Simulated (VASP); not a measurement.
Data:

```yaml
crystal:
  lattice:
    - [1.78400, -3.06549, 0.00000]
    - [1.78400, 3.06549, 0.00000]
    - [0.00000, 0.00000, 5.83123]
  atoms:
    - { symbol: Gd, position: [0.33333, 0.66667, 0.25000] }
    - { symbol: Gd, position: [0.69204, 0.35870, 0.75000] }
```

Method: PBE GGA, VASP's PBE PAW potentials (set 64) (plane waves; VASP). Run with EDIFF = 1E-2, 400 eV cut-off, 11×11×6 Γ-centred mesh, first-order Methfessel-Paxton smearing of 0.10 eV, potentials Gd_3.

The 4f electrons are frozen in the core of the lanthanide potential, so 4f levels, which can set the real gap, and their magnetism are missing.

Task: Give the force on each atom (eV/Å).

Result: 
```tsv
atom	Fx	Fy	Fz
Gd1	0.068	0.012	0.000
Gd2	-0.068	-0.012	0.000
```

Task: Give the stress tensor in GPa (positive for a compressed cell).

Result: 
```
-1.80  -0.19   0.00
-0.19  -1.33   0.00
 0.00   0.00  -3.74
```
The pressure is its mean diagonal, -2.29 GPa.

The compound is Gd in the hcp structure. The cell was not relaxed at this level, atoms are displaced from their ideal sites. The run is one of a series of settings (EDIFF = 1E-2 against the base run), some of them coarse on purpose.
